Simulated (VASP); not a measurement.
Data:

```
TaSi2
1.0
    4.77700     0.00000     0.00000
   -2.38850     4.13700     0.00000
    0.00000     0.00000     6.56694
Ta Si
3 6
Direct
  0.00000   0.50000   0.33333
  0.50000   0.00000   0.00000
  0.50000   0.50000   0.66667
  0.84137   0.68273   0.00000
  0.15863   0.84137   0.66667
  0.31727   0.15863   0.33333
  0.15863   0.31727   0.00000
  0.84137   0.15863   0.66667
  0.68273   0.84137   0.33333
```

Computed with r2SCAN meta-GGA, VASP's PBE PAW potentials (set 64) (plane waves; VASP). Settings: 400 eV cut-off, 8×8×5 Γ-centred mesh, tetrahedra with Blöchl corrections, potentials Ta_pv Si.

Unless said otherwise, spin-orbit coupling is left out, though it shifts the bands of the heavy elements here.

Q: What does the run give for the energy per atom (σ→0), band gap (over mesh and band path) with the smallest direct gap where there is one?

A: 
| Item | Result |
|---|---|
| band gap (over mesh and band path) | none (metal, semimetal or under 0.01 eV) |
| energy per atom (σ→0) | -22.493 eV/atom |

Only differences to runs with the same potentials and settings are physical.

The structure comes from a computed database's TaSi2 entry (P6_422); how it stands against other phases isn't given here. It was relaxed first. The electron count is odd and the run is not spin-polarised, which forces a metal.
